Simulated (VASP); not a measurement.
# HfO2 (P4_2/nmc) in VASP: further runs

Aim: see how the results for HfO2 move with the level of theory and the settings. Levels: LDA, PBE. Tasks: phonons.

Everything below comes from runs of VASP 6.6.1. Logs are shortened: lines on timing, memory, paths and dates and some standing lists are left out, and cuts for length are marked.

**1. Starting point**

It takes space group P4_2/nmc (No. 137, tetragonal). The conventional cell has a = 3.558 Å, b = 3.558 Å, c = 5.121 Å, α = 90.00°, β = 90.00°, γ = 90.00°. Hf (site symmetry -4m2) is surrounded by 8 O at 2.05 to 2.35 Å. Around O (site symmetry 2mm) lie 4 Hf at 2.05 to 2.35 Å.

Measurements of this composition are mostly on another form, of space group No. 14.

**2. Phonons, LDA**

File POSCAR:

```
HfO2
1.0
    3.5581895271      0.0000000000      0.0000000000
    0.0000000000      3.5581895271      0.0000000000
    0.0000000000      0.0000000000      5.1208422314
  Hf              O
     2     4
Direct
     0.5000000000000000    0.5000000000000000    0.5000000000000000
     0.0000000000000000    1.0000000000000000    1.0000000000000000
     0.0000000000000000    0.5000000000000000    0.7002650112075410
     0.5000000000000000    1.0000000000000000    0.7997349887924590
     0.5000000000000000    1.0000000000000000    0.2997349887924589
     1.0000000000000000    0.5000000000000000    0.2002650112075411
```

File INCAR.step1:

```
PREC = Accurate
ENCUT = 600
EDIFF = 1E-8
ISMEAR = -1
SIGMA = 0.05
LREAL = F
LASPH = T
NELM = 60
ALGO = Normal
ISIF = 2
LWAVE = F
LCHARG = F
GGA = CA
KPAR = 8
IBRION = 2
NSW = 40
EDIFFG = -0.002
```

File INCAR.step2:

```
PREC = Accurate
ENCUT = 600
EDIFF = 1E-8
ISMEAR = -1
SIGMA = 0.05
LREAL = F
LASPH = T
NELM = 60
ALGO = Normal
ISIF = 2
LWAVE = F
LCHARG = F
GGA = CA
KPAR = 8
IBRION = 8
NSW = 1
LEPSILON = T
```

File KPOINTS:

```
Automatic mesh
0
Gamma
  6 6 4
```

Potentials or basis: VASP PAW LDA potentials, release 64 (Hf_pv, O).

Command:

```bash
$ cat potpaw_LDA.64/Hf_pv/POTCAR potpaw_LDA.64/O/POTCAR > POTCAR
$ cp INCAR.step1 INCAR
$ mpirun -np 8 vasp_std > vasp.out
$ cp CONTCAR POSCAR
$ cp INCAR.step2 INCAR
$ mpirun -np 8 vasp_std > vasp.out
```

OUTCAR:

```text
PREC = Accurate
   ENCUT = 600
   EDIFF = 1E-8
   ISMEAR = -1
   LREAL = F
   LASPH = T
   NELM = 60
   ISIF = 2
   GGA = CA
   IBRION = 8
   NSW = 1
   LEPSILON = T

 ion  position               nearest neighbor table
   1  0.500  0.500  0.500-   3 2.05   5 2.05   5 2.05   3 2.05   4 2.35   4 2.35   6 2.35   6 2.35
                             2 3.59   2 3.59   2 3.59   2 3.59   2 3.59   2 3.59   2 3.59   2 3.59
   2  0.000  0.000  0.000-   4 2.05   6 2.05   6 2.05   4 2.05   3 2.35   5 2.35   3 2.35   5 2.35
                             1 3.59   1 3.59   1 3.59   1 3.59   1 3.59   1 3.59   1 3.59   1 3.59
   3  0.000  0.500  0.700-   1 2.05   1 2.05   2 2.35   2 2.35
   4  0.500  0.000  0.800-   2 2.05   2 2.05   1 2.35   1 2.35
   5  0.500  0.000  0.300-   1 2.05   1 2.05   2 2.35   2 2.35
   6  0.000  0.500  0.200-   2 2.05   2 2.05   1 2.35   1 2.35

  LATTYP: Found a simple tetragonal cell.
 ALAT       =     3.5581895271
 C/A-ratio  =     1.4391707334

  Lattice vectors:

 A1 = (   3.5581895271,   0.0000000000,   0.0000000000)
 A2 = (   0.0000000000,   3.5581895271,   0.0000000000)
 A3 = (   0.0000000000,   0.0000000000,   5.1208422314)

Analysis of symmetry for initial positions (statically):
=====================================================================
 Subroutine PRICEL returns:
 Original cell was already a primitive cell.

 Routine SETGRP: Setting up the symmetry group for a
 simple tetragonal supercell.

 Subroutine GETGRP returns: Found 16 space group operations
 (whereof  8 operations were pure point group operations)
 out of a pool of 16 trial point group operations.

The static configuration has the point symmetry D_2d.
 The point group associated with its full space group is D_4h.

Analysis of symmetry for dynamics (positions and initial velocities):
=====================================================================
 Subroutine PRICEL returns:
 Original cell was already a primitive cell.

 Routine SETGRP: Setting up the symmetry group for a
 simple tetragonal supercell.

 Subroutine GETGRP returns: Found 16 space group operations
 (whereof  8 operations were pure point group operations)
 out of a pool of 16 trial point group operations.

The dynamic configuration has the point symmetry D_2d.
 The point group associated with its full space group is D_4h.

 Subroutine INISYM returns: Found 16 space group operations
 (whereof  8 operations are pure point group operations),
 and found     1 'primitive' translations

----------------------------------------------------------------------------------------

                                     Primitive cell

  volume of cell :      64.8335

[... 953 lines left out ...]
  z     0.00000     0.00000     0.00000     0.00000     0.00000     0.00000

 PIEZOELECTRIC TENSOR (including local field effects)  for field in x, y, z        (C/m^2)
          XX          YY          ZZ          XY          YZ          ZX
  --------------------------------------------------------------------------------
  x     0.00000     0.00000     0.00000     0.00000     0.00000     0.00000
  y     0.00000     0.00000     0.00000     0.00000     0.00000     0.00000
  z     0.00000     0.00000     0.00000     0.00000     0.00000     0.00000

 BORN EFFECTIVE CHARGES (including local field effects) (in |e|, cummulative output)
 ---------------------------------------------------------------------------------
 ion    1
    1     5.54169     0.00000     0.00000
    2     0.00000     5.54169     0.00000
    3     0.00000     0.00000     4.81250
 ion    2
    1     5.54169     0.00000     0.00000
    2     0.00000     5.54169     0.00000
    3     0.00000     0.00000     4.81250
 ion    3
    1    -3.42792     0.00000     0.00000
    2     0.00000    -2.11377     0.00000
    3     0.00000     0.00000    -2.40625
 ion    4
    1    -3.42792     0.00000     0.00000
    2     0.00000    -2.11377     0.00000
    3     0.00000     0.00000    -2.40625
 ion    5
    1    -2.11377     0.00000     0.00000
    2     0.00000    -3.42792     0.00000
    3     0.00000     0.00000    -2.40625
 ion    6
    1    -2.11377     0.00000     0.00000
    2     0.00000    -3.42792     0.00000
    3     0.00000     0.00000    -2.40625

 INTERNAL STRAIN TENSOR FOR ION    6 for displacements in x,y,z  (eV/Angst):
          X           Y           Z          XY          YZ          ZX
  --------------------------------------------------------------------------------
  x     0.00000     0.00000     0.00000     0.00000     0.00000     3.05328
  y     0.00000     0.00000     0.00000     0.00000   -10.05771     0.00000
  z     4.13973   -11.52842    -8.51432     0.00000     0.00000     0.00000

 SECOND DERIVATIVES (NOT SYMMETRIZED)
 ------------------------------------
               1X          1Y          1Z          2X          2Y          2Z          3X          3Y          3Z          4X          4Y          4Z          5X          5Y          5Z          6X          6Y          6Z
  1X   -10.005719    0.000000    0.000000    0.555800    0.000000    0.000000    9.304863    0.000000    0.000000    0.935648    0.000000    0.000000    1.511939    0.000000    0.000000   -2.302530    0.000000    0.000000
  1Y     0.000000  -10.005719    0.000000    0.000000    0.555800    0.000000    0.000000    1.511939    0.000000    0.000000   -2.302530    0.000000    0.000000    9.304863    0.000000    0.000000    0.935648    0.000000
  1Z     0.000000    0.000000  -24.891369    0.000000    0.000000   14.933668    0.000000    0.000000    6.379357    0.000000    0.000000   -1.400507    0.000000    0.000000    6.379357    0.000000    0.000000   -1.400507
  2X     0.555800    0.000000    0.000000  -10.005719    0.000000    0.000000    0.935648    0.000000    0.000000    9.304863    0.000000    0.000000   -2.302530    0.000000    0.000000    1.511939    0.000000    0.000000
  2Y     0.000000    0.555800    0.000000    0.000000  -10.005719    0.000000    0.000000   -2.302530    0.000000    0.000000    1.511939    0.000000    0.000000    0.935648    0.000000    0.000000    9.304863    0.000000
  2Z     0.000000    0.000000   14.933668    0.000000    0.000000  -24.891369    0.000000    0.000000   -1.400507    0.000000    0.000000    6.379357    0.000000    0.000000   -1.400507    0.000000    0.000000    6.379357
  3X     9.306647    0.000000    0.000000    0.938259    0.000000    0.000000  -18.633729    0.000000    0.000000    7.159135    0.000000    0.000000    0.330887    0.000000    0.000000    0.898801    0.000000    0.000000
  3Y     0.000000    1.518798    0.000000    0.000000   -2.301446    0.000000    0.000000   -5.991378    0.000000    0.000000    5.545235    0.000000    0.000000    0.328123    0.000000    0.000000    0.900668    0.000000
  3Z     0.000000    0.000000    6.372811    0.000000    0.000000   -1.399114    0.000000    0.000000  -14.044257    0.000000    0.000000   -1.176245    0.000000    0.000000    1.307850    0.000000    0.000000    8.938956
  4X     0.938259    0.000000    0.000000    9.306647    0.000000    0.000000    7.159135    0.000000    0.000000  -18.633729    0.000000    0.000000    0.898801    0.000000    0.000000    0.330887    0.000000    0.000000
  4Y     0.000000   -2.301446    0.000000    0.000000    1.518798    0.000000    0.000000    5.545235    0.000000    0.000000   -5.991378    0.000000    0.000000    0.900668    0.000000    0.000000    0.328123    0.000000
  4Z     0.000000    0.000000   -1.399114    0.000000    0.000000    6.372811    0.000000    0.000000   -1.176245    0.000000    0.000000  -14.044257    0.000000    0.000000    8.938956    0.000000    0.000000    1.307850
  5X     1.518798    0.000000    0.000000   -2.301446    0.000000    0.000000    0.328123    0.000000    0.000000    0.900668    0.000000    0.000000   -5.991378    0.000000    0.000000    5.545235    0.000000    0.000000
  5Y     0.000000    9.306647    0.000000    0.000000    0.938259    0.000000    0.000000    0.330887    0.000000    0.000000    0.898801    0.000000    0.000000  -18.633729    0.000000    0.000000    7.159135    0.000000
  5Z     0.000000    0.000000    6.372811    0.000000    0.000000   -1.399114    0.000000    0.000000    1.307850    0.000000    0.000000    8.938956    0.000000    0.000000  -14.044257    0.000000    0.000000   -1.176245
  6X    -2.301446    0.000000    0.000000    1.518798    0.000000    0.000000    0.900668    0.000000    0.000000    0.328123    0.000000    0.000000    5.545235    0.000000    0.000000   -5.991378    0.000000    0.000000
  6Y     0.000000    0.938259    0.000000    0.000000    9.306647    0.000000    0.000000    0.898801    0.000000    0.000000    0.330887    0.000000    0.000000    7.159135    0.000000    0.000000  -18.633729    0.000000
  6Z     0.000000    0.000000   -1.399114    0.000000    0.000000    6.372811    0.000000    0.000000    8.938956    0.000000    0.000000    1.307850    0.000000    0.000000   -1.176245    0.000000    0.000000  -14.044257

 Eigenvectors and eigenvalues of the dynamical matrix
 ----------------------------------------------------

   1 f  =   19.957360 THz   125.395790 2PiTHz  665.705867 cm-1    82.536971 meV
             X         Y         Z           dx          dy          dz
      1.779095  1.779095  2.560421    -0.070558   -0.012038   -0.000000
      0.000000  0.000000  0.000000     0.070558    0.012038    0.000000
      0.000000  1.779095  3.585947     0.692682    0.005582    0.000000
      1.779095  0.000000  4.095317    -0.692682   -0.005582   -0.000000
      1.779095  0.000000  1.534896     0.032715    0.118180    0.000000
      0.000000  1.779095  1.025526    -0.032715   -0.118180    0.000000
[... 145 lines left out ...]
  18 f/i=    0.007371 THz     0.046311 2PiTHz    0.245857 cm-1     0.030482 meV
             X         Y         Z           dx          dy          dz
      1.779095  1.779095  2.560421     0.116985    0.641232   -0.000000
      0.000000  0.000000  0.000000     0.116985    0.641232   -0.000000
      0.000000  1.779095  3.585947     0.034972    0.189659   -0.000000
      1.779095  0.000000  4.095317     0.034972    0.189659   -0.000000
      1.779095  0.000000  1.534896     0.034601    0.191692   -0.000000
      0.000000  1.779095  1.025526     0.034601    0.191692   -0.000000

--------------------------------------------------------------------------------------------------------

 MACROSCOPIC STATIC DIELECTRIC TENSOR IONIC CONTRIBUTION
 ------------------------------------------------------
         116.021572    -0.000000    -0.000000
          -0.000000   116.021572    -0.000000
          -0.000000    -0.000000    12.987589
 ------------------------------------------------------

 ELASTIC MODULI CONTR FROM IONIC RELAXATION (kBar)
 Direction    XX          YY          ZZ          XY          YZ          ZX
 --------------------------------------------------------------------------------
 XX        -794.0006    278.7715   -593.7222      0.0000     -0.0000     -0.0000
 YY         278.7715   -794.0006   -593.7222      0.0000     -0.0000     -0.0000
 ZZ        -593.7222   -593.7222  -1368.3467      0.0000     -0.0000     -0.0000
 XY           0.0000      0.0000      0.0000      0.0000      0.0000      0.0000
 YZ          -0.0000     -0.0000     -0.0000      0.0000   -709.3933     -0.0000
 ZX          -0.0000     -0.0000     -0.0000      0.0000     -0.0000   -727.3821
 --------------------------------------------------------------------------------

 PIEZOELECTRIC TENSOR IONIC CONTR  for field in x, y, z        (C/m^2)
          XX          YY          ZZ          XY          YZ          ZX
  --------------------------------------------------------------------------------
  x     0.00000    -0.00000     0.00000     0.00000    -0.00000    -0.00000
  y     0.00000     0.00000     0.00000     0.00000     0.00000     0.00000
  z    -0.00000     0.00000     0.00000     0.00000    -0.00000     0.00000
```

Run time: 4 min. Hardware: 8 MPI ranks of AMD EPYC 7R13 (Zen 3), shared host; peak memory 0.57 GiB.

Results:

```yaml
Electronic_dielectric_tensor_diagonal: 5.33, 5.33, 4.79
Born_charges_mean_of_the_diagonal: Hf +5.30; O -2.65 e
Highest_phonon_frequency_at_Γ_LO-TO_splitting_left_out: 666 cm⁻¹
```

Phonon frequencies in cm⁻¹ (negative: imaginary):
```csv
q point,frequencies
"(0.000, 0.000, 0.000)",0 0 0 76 76 100 100 224 298 316 444 444 460 460 599 658 666 666
```

Electronic dielectric tensor:
```
5.33 0.00 0.00
0.00 5.33 0.00
0.00 0.00 4.79
```

Born effective charge tensors (e):
atom 1, Hf
```
5.54 0.00 0.00
0.00 5.54 0.00
0.00 0.00 4.81
```
atom 2, Hf
```
5.54 0.00 0.00
0.00 5.54 0.00
0.00 0.00 4.81
```
atom 3, O
```
-3.43  0.00  0.00
 0.00 -2.11  0.00
 0.00  0.00 -2.41
```
atom 4, O
```
-3.43  0.00  0.00
 0.00 -2.11  0.00
 0.00  0.00 -2.41
```
atom 5, O
```
-2.11  0.00  0.00
 0.00 -3.43  0.00
 0.00  0.00 -2.41
```
atom 6, O
```
-2.11  0.00  0.00
 0.00 -3.43  0.00
 0.00  0.00 -2.41
```

(Continued in part 2 of 2.)
